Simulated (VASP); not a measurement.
# Driving VASP from ASE on TiSb2

Do ASE scripts that read TiSb2 from different structure formats give one answer, and do several routes find one equilibrium volume? All runs use PBEsol. Left out of this account: at least 1 further run (self-consistent run: a reference on another mesh). The start is a cell from a database of measured crystal structures.

Calculated with VASP 6.6.1; PBEsol; plane waves and PAW (Ti_sv, Sb).

**1. The structure**

The structure is tetragonal, space group I4/mcm (No. 140). The conventional cell has a = 6.660 Å, b = 6.660 Å, c = 5.818 Å, α = 90.00°, β = 90.00°, γ = 90.00°. Nearest to Ti lie 2 Ti at 2.91 Å and 8 Sb at 2.92 Å. Sb has 1 Sb at 2.85 Å and 4 Ti at 2.92 Å nearest. Farther neighbours are not listed.

Coordinates:

```xyz
6
Lattice="-3.3300 3.3300 2.9090 3.3300 -3.3300 2.9090 3.3300 3.3300 -2.9090" Properties=species:S:1:pos:R:3 pbc="T T T"
Ti    0.0000    0.0000    1.4545
Ti    0.0000    0.0000    4.3635
Sb    1.0094    4.3394    0.0000
Sb    2.3206    1.0094    0.0000
Sb    2.3206   -1.0094    2.9090
Sb    1.0094    2.3206    2.9090
```

**2. Total energy, forces and stress (PBEsol, through ASE)**

A single point through ASE, with the structure read from a POSCAR.

run.py reads:

```python
import numpy as np
from ase.calculators.vasp import Vasp
from ase.io import read
from ase.dft.bandgap import bandgap

atoms = read('structure.vasp')

calc = Vasp(
    xc='pbesol',
    pp='PBE',
    prec='Accurate',
    encut=400,
    ediff=1e-06,
    nelm=100,
    ismear=-1,
    sigma=0.05,
    lreal=False,
    algo='Normal',
    nbands=28,
    lasph=True,
    lorbit=11,
    lwave=False,
    lcharg=False,
    kpar=4,
    isif=2,
    pp_version='64',
    setups={'Ti': '_sv', 'Sb': ''},
    kpts=(7, 7, 7),
    gamma=True,
    txt='vasp.out',
)
atoms.calc = calc

print("energy (eV):", round(atoms.get_potential_energy(), 6))
print("Fermi level (eV):", round(calc.get_fermi_level(), 4))
print("forces (eV/A):")
print(np.round(atoms.get_forces(), 4))
print("stress (GPa, Voigt, tension positive):", np.round(atoms.get_stress() * 160.21766, 3))
gap, p1, p2 = bandgap(calc, direct=False)
print("gap on the mesh (eV):", round(gap, 4))
```

structure.vasp reads:

```
TiSb2
1.0
   -3.3300000000      3.3300000000      2.9090000000
    3.3300000000     -3.3300000000      2.9090000000
    3.3300000000      3.3300000000     -2.9090000000
Ti Sb
2 4
Direct
    0.2500000000      0.2500000000      0.0000000000
    0.7500000000      0.7500000000      0.0000000000
    0.6515600000      0.1515600000      0.8031200000
    0.1515600000      0.3484400000      0.5000000000
    0.3484400000      0.8484400000      0.1968800000
    0.8484400000      0.6515600000      0.5000000000
```

Potentials, in the order of the species: Ti_sv and Sb (PBE family, release 64).

On the command line:

```console
export ASE_VASP_COMMAND="mpirun -np 4 vasp_std"
python run.py
```

What it wrote:

```text
energy (eV): -37.703986
Fermi level (eV): 9.5444
forces (eV/A):
[[ 0.     -0.     -0.    ]
 [-0.     -0.     -0.    ]
 [ 0.1326  0.1326  0.    ]
 [-0.1326  0.1326  0.    ]
 [-0.1326 -0.1326 -0.    ]
 [ 0.1326 -0.1326 -0.    ]]
stress (GPa, Voigt, tension positive): [ 1.81   1.81   3.154 -0.    -0.    -0.   ]
gap on the mesh (eV): 0.0
```

The job ended after 39 s (4 MPI ranks of AMD EPYC 7R43, shared host; peak memory 0.88 GiB; 2.4 min of CPU time).

The logs omit lines about the potential files and the build; timing stands in the text.

The INCAR that ASE wrote:

```
ENCUT = 400.000000
SIGMA = 0.050000
EDIFF = 1.00e-06
ALGO = Normal
GGA = PS
PREC = Accurate
ISIF = 2
ISMEAR = -1
KPAR = 4
LORBIT = 11
NBANDS = 28
NELM = 100
LASPH = .TRUE.
LCHARG = .FALSE.
LWAVE = .FALSE.
LREAL = .FALSE.
```

ASE turned this into the KPOINTS:

```
KPOINTS created by Atomic Simulation Environment
0
Gamma
7 7 7
0 0 0
```

VASP's own log, vasp.out:

```text
[banner, memory and clock lines left out]
running    4 mpi-ranks, on    1 nodes
 distrk:  each k-point on    1 cores,    4 groups
 distr:  one band on    1 cores,    1 groups

 POSCAR found type information on POSCAR TiSb
 POSCAR found :  2 types and       6 ions
|                                                                             |
|               ----> ADVICE to this user running VASP <----                  |
|                                                                             |
|     You enforced a specific xc type in the INCAR file but a different       |
|     [... a line on the potential file left out ...]
|     I HOPE YOU KNOW WHAT YOU ARE DOING!                                     |
|                                                                             |

 LDA part: xc-table for (Slater+PW92), standard interpolation
 POSCAR, INCAR and KPOINTS ok, starting setup
 FFT: planning ... GRIDC
 FFT: planning ... GRID_SOFT
 FFT: planning ... GRID
 WAVECAR not read
 entering main loop
       N       E                     dE             d eps       ncg     rms          rms(c)
DAV:   1     0.380097851865E+03    0.38010E+03   -0.17082E+04  2288   0.126E+03
DAV:   2     0.836551898498E+01   -0.37173E+03   -0.36285E+03  2380   0.382E+02
DAV:   3    -0.358431760342E+02   -0.44209E+02   -0.43473E+02  3636   0.118E+02
DAV:   4    -0.402385353232E+02   -0.43954E+01   -0.43741E+01  3512   0.311E+01
DAV:   5    -0.405018878262E+02   -0.26335E+00   -0.26326E+00  3196   0.623E+00    0.145E+01
DAV:   6    -0.394001929309E+02    0.11017E+01   -0.43025E+01  3220   0.384E+01    0.905E+00
DAV:   7    -0.378531072555E+02    0.15471E+01   -0.15699E+01  3148   0.231E+01    0.496E+00
DAV:   8    -0.377127142679E+02    0.14039E+00   -0.13072E+00  2864   0.793E+00    0.903E-01
DAV:   9    -0.377099144966E+02    0.27998E-02   -0.68664E-02  3380   0.203E+00    0.533E-01
DAV:  10    -0.377096930341E+02    0.22146E-03   -0.11587E-02  3584   0.861E-01    0.120E-01
DAV:  11    -0.377095009510E+02    0.19208E-03   -0.22967E-03  3108   0.345E-01    0.583E-02
DAV:  12    -0.377094844319E+02    0.16519E-04   -0.18822E-04  3128   0.831E-02    0.514E-03
DAV:  13    -0.377094830550E+02    0.13769E-05   -0.64055E-06  2888   0.195E-02    0.271E-03
DAV:  14    -0.377094832218E+02   -0.16681E-06   -0.45356E-07  1624   0.432E-03
   1 F= -.37709483E+02 E0= -.37703986E+02  d E =-.109954E-01
```

From OUTCAR (step 2):

```text
ion  position               nearest neighbor table
   1  0.250  0.250  0.000-   2 2.91   2 2.91   4 2.92   4 2.92   6 2.92   6 2.92   3 2.92   5 2.92
                             3 2.92   5 2.92
   2  0.750  0.750  0.000-   1 2.91   1 2.91   6 2.92   6 2.92   4 2.92   4 2.92   5 2.92   3 2.92
                             5 2.92   3 2.92
   3  0.652  0.152  0.803-   5 2.85   2 2.92   1 2.92   2 2.92   1 2.92   5 3.45   5 3.45   6 3.54
                             4 3.54   4 3.54   6 3.54   6 3.58   4 3.58   4 3.58   6 3.58
   4  0.152  0.348  0.500-   6 2.85   1 2.92   2 2.92   1 2.92   2 2.92   6 3.45   6 3.45   5 3.54
                             3 3.54   3 3.54   5 3.54   3 3.58   5 3.58   3 3.58   5 3.58
   5  0.348  0.848  0.197-   3 2.85   1 2.92   2 2.92   1 2.92   2 2.92   3 3.45   3 3.45   6 3.54
                             4 3.54   6 3.54   4 3.54   6 3.58   4 3.58   6 3.58   4 3.58
   6  0.848  0.652  0.500-   4 2.85   2 2.92   1 2.92   2 2.92   1 2.92   4 3.45   4 3.45   5 3.54
                             3 3.54   3 3.54   5 3.54   3 3.58   5 3.58   5 3.58   3 3.58

  LATTYP: Found a body centered tetragonal cell.
 ALAT       =     6.6600000000
 C/A-ratio  =     0.8735735736

 Subroutine GETGRP returns: Found 16 space group operations
 (whereof  8 operations were pure point group operations)

The static configuration has the point symmetry C_4h.
 The point group associated with its full space group is D_4h.

 Found     40 irreducible k-points:

   k-points           NKPTS =     40   k-points in BZ     NKDIM =     40   number of bands    NBANDS=     28

   dimension x,y,z NGX =    36 NGY =   36 NGZ =   36
   dimension x,y,z NGXF=    72 NGYF=   72 NGZF=   72

   ENCUT  =  400.0 eV  29.40 Ry    5.42 a.u.   9.03  9.03  9.03*2*pi/ulx,y,z

   NELECT =      44.0000    total number of electrons

 k-points in reciprocal lattice and weights: KPOINTS created by Atomic Simulation Env
   0.00000000  0.00000000  0.00000000       0.003
   0.14285714 -0.00000000  0.00000000       0.023
   0.28571429 -0.00000000  0.00000000       0.023
   0.42857143 -0.00000000  0.00000000       0.023
   0.14285714  0.14285714  0.00000000       0.023
   0.28571429  0.14285714  0.00000000       0.047
   0.42857143  0.14285714  0.00000000       0.047
  -0.42857143  0.14285714 -0.00000000       0.047
  -0.28571429  0.14285714 -0.00000000       0.047
[...]
-0.42857143  0.42857143  0.42857143       0.012
  -0.42857143 -0.42857143  0.42857143       0.006

 average (electrostatic) potential at core
       1 -71.2084       2 -71.2084       3 -82.8933       4 -82.8933       5 -82.8933
       6 -82.8933

 E-fermi :   9.5444

 k-point     1 :       0.0000    0.0000    0.0000
  band No.  band energies     occupation
    ...
     18       6.6128      2.00000
     19       6.6128      2.00000
     20       7.0912      2.00000
     21       7.9696      2.00000
     22       8.7188      2.00000
     23       9.9578      0.00051
     24      10.3742      0.00000
     25      11.0190      0.00000
     26      11.0190      0.00000
     27      11.3027      0.00000
    ...

 k-point     2 :       0.1429   -0.0000    0.0000
  band No.  band energies     occupation
    ...
     18       6.8119      2.00000
     19       7.0387      2.00000
     20       7.3154      2.00000
     21       7.9364      2.00000
     22       8.7290      2.00000
     23      10.2498      0.00000
     24      10.3671      0.00000
     25      10.8645      0.00000
     26      10.9139      0.00000
     27      11.3738      0.00000
    ...

 k-point     3 :       0.2857   -0.0000    0.0000
  band No.  band energies     occupation
    ...
     18       7.4567      2.00000
     19       7.6044      2.00000
     20       7.9147      2.00000
     21       8.5317      2.00000
     22       8.8012      2.00000
     23      10.2103      0.00000
     24      10.4305      0.00000
     25      10.5865      0.00000
     26      10.6618      0.00000
     27      11.4254      0.00000
    ...

  Total       -1.4577150     -1.4577150     -2.5404110      0.0000000      0.0000000      0.0000000
  in kB      -18.1005183    -18.1005183    -31.5444086      0.0000000      0.0000000      0.0000000
  external PRESSURE =     -22.5818151 kB  Pullay stress =       0.0000000 kB

  energy-cutoff  :      400.00
  volume of cell :      129.03
      direct lattice vectors                 reciprocal lattice vectors
    -3.330000000  3.330000000  2.909000000     0.000000000  0.150150150  0.171880371
     3.330000000 -3.330000000  2.909000000     0.150150150  0.000000000  0.171880371
     3.330000000  3.330000000 -2.909000000     0.150150150  0.150150150  0.000000000

 POSITION                                       TOTAL-FORCE (eV/Angst)
 -----------------------------------------------------------------------------------
      0.00000      0.00000      1.45450         0.000000     -0.000000     -0.000000
      0.00000      0.00000      4.36350        -0.000000     -0.000000     -0.000000
      1.00939      4.33939      0.00000         0.132637      0.132637      0.000000
      2.32061      1.00939      0.00000        -0.132637      0.132637      0.000000
      2.32061     -1.00939      2.90900        -0.132637     -0.132637     -0.000000
      1.00939      2.32061      2.90900         0.132637     -0.132637     -0.000000
 -----------------------------------------------------------------------------------
    total drift:                                0.000000     -0.000000     -0.000000

  FREE ENERGIE OF THE ION-ELECTRON SYSTEM (eV)
  ---------------------------------------------------
  free  energy   TOTEN  =       -37.7094832218 eV

  energy  without entropy=      -37.6984877935  energy(sigma->0) =      -37.70398551

 total charge
# of ion       s       p       d       tot
------------------------------------------
    1        2.156   6.098   1.995  10.249
    2        2.156   6.098   1.995  10.249
    3        1.155   1.252   0.046   2.453
    4        1.155   1.252   0.046   2.453
    5        1.155   1.252   0.046   2.453
    6        1.155   1.252   0.046   2.453
--------------------------------------------------
tot          8.932  17.205   4.176  30.313

[... 3 further parts left out ...]
```

The PAW data sets were made with PBE, which is usual practice but a small mismatch for other functionals. At this level the cell is under a tension of 2.3 GPa, so at these settings it is away from equilibrium.

Numbers from this step:

```
SCF cycles                             : 14
electrons                              : 44
bands                                  : 28
irreducible k-points                   : 40
symmetry operations                    : 16
free energy (TOTEN)                    : -37.71 eV
energy at zero smearing                : -37.70 eV
Fermi energy                           : 9.544 eV
pressure                               : -2.258 GPa
metallic, judged on the points sampled : yes
```

Force by atom:

```tsv
atom	x (eV/Å)	y (eV/Å)	z (eV/Å)	size
Ti1	0.000	0.000	0.000	0.000
Ti2	0.000	0.000	0.000	0.000
Sb3	0.133	0.133	0.000	0.188
Sb4	-0.133	0.133	0.000	0.188
Sb5	-0.133	-0.133	0.000	0.188
Sb6	0.133	-0.133	0.000	0.188
```

The pressure is -2.26 GPa and the largest force 0.188 eV/Å, so the cell is not at a minimum at these settings.

(Part 1 of 4 ends here.)

[Lines on the potential files, build, host, timing and source positions are cut from VASP's logs without a mark.]

[Logs are printed without paths, hosts, clocks, repeated set-up lines and the standing remarks that a program may print on its own settings, such as how far it seeks lower states.]

[Hosts, paths, dates, database ids (printed as entryN), source tags and the programs' standing remarks are cut or masked in the printed files.]

[A measured line is paired with the nearest computed mode of its activity, which favours agreement.]

[In band tables of VASP the shares of atoms and orbitals are scaled to a sum of 1 inside the atoms' spheres.]
